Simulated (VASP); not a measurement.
ZrB2:

```xyz
3
Lattice="3.2117 0.0000 0.0000 -1.6059 2.7814 0.0000 0.0000 0.0000 3.5795" Properties=species:S:1:pos:R:3 pbc="T T T"
Zr    0.0000    0.0000    0.0000
B     0.0000    1.8543    1.7897
B     1.6059    0.9271    1.7897
```

The cell isn't the ideal one: cell and atoms relaxed from 1.04 times the given volume.

| Quantity | Value |
| --- | --- |
| Program | VASP 6.6.1 |
| Task | relaxation of cell and atoms |
| Functional | PBE |
| Potentials or basis | VASP PAW PBE potentials, release 64 (Zr_sv, B) |
| Cutoff | 600 eV |
| k mesh | 12 × 12 × 9 |
| Occupations | fermi-dirac, width 0.05 eV |
| Spin | no spin polarisation |

At the start: pressure -7.9 GPa; volume 10.66 Å³/atom.

Problem. Where does the relaxation end?

Solution. Over 6 steps the energy falls by 9.5 meV/atom and the volume is 10.29 Å³/atom (-3.5 %); space group P6/mmm (No. 191, to 0.05 Å).

Step by step:
| step | energy change (eV) | largest force (eV/Å) | pressure (GPa) | volume (Å³) |
| --- | --- | --- | --- | --- |
| 1 | 0.0000 | 0.0000 | -7.93 | 31.98 |
| 2 | 0.0136 | 0.0000 | 10.95 | 29.60 |
| 3 | -0.0286 | 0.0000 | -0.06 | 30.87 |
| 4 | -0.0286 | 0.0000 | 0.11 | 30.85 |
| 5 | -0.0286 | 0.0000 | -0.10 | 30.88 |
| 6 | -0.0286 | 0.0000 | -0.01 | 30.87 |

Final structure:
```yaml
crystal:
  lattice:
    - [3.17127, 0.00000, 0.00000]
    - [-1.58563, 2.74640, 0.00000]
    - [0.00000, 0.00000, 3.54393]
  atoms:
    - { symbol: Zr, position: [0.00000, 0.00000, 0.00000] }
    - { symbol: B, position: [0.33333, 0.66667, 0.50000] }
    - { symbol: B, position: [0.66667, 0.33333, 0.50000] }
```
